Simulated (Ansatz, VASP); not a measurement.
**One calculation of Cs2NaP, two programs**

```
Cs Na P
1.0
     7.20356    0.00000    0.00000
     0.00000    7.20356    0.00000
     0.00000    0.00000    3.88706
Cs Na P
2 1 1
Direct
  0.00000 0.50000 0.00000
  0.50000 0.00000 0.00000
  0.50000 0.50000 0.00000
  0.00000 0.00000 0.00000
```

Alike in both runs: functional PBE; k mesh 4 × 4 × 4; occupations gaussian, width 0.1 eV; no spin polarisation.

Ansatz relaxed the structure, and its values are those at the end. VASP's run is a single point on that final structure, the one shown.

|  | VASP | Ansatz |
| --- | --- | --- |
| version | VASP 6.6.1 | Ansatz 0.2.0 |
| potentials or method | VASP PAW PBE potentials, release 64 (Cs_sv, Na_pv, P) | scalar-relativistic, plane waves, PAW |
| plane-wave cutoff (eV) | 520 | 420 |
| valence electrons in the cell | 30 | 32 |

|  | VASP | Ansatz | Ansatz less VASP |
| --- | --- | --- | --- |
| gap on the k mesh at the Fermi level (eV) | none | none | - |
| pressure (GPa) | 0.1 | 0.1 | -0.02 |

A gap of «none» marks a metal or a gap that the smearing closes. The two sets of potentials don't hold the same shells in valence.

Caveats: the k mesh is coarse (spacing up to 0.40 Å⁻¹), so the values aren't converged. Spin-orbit coupling is left out, which matters for the levels of Cs.
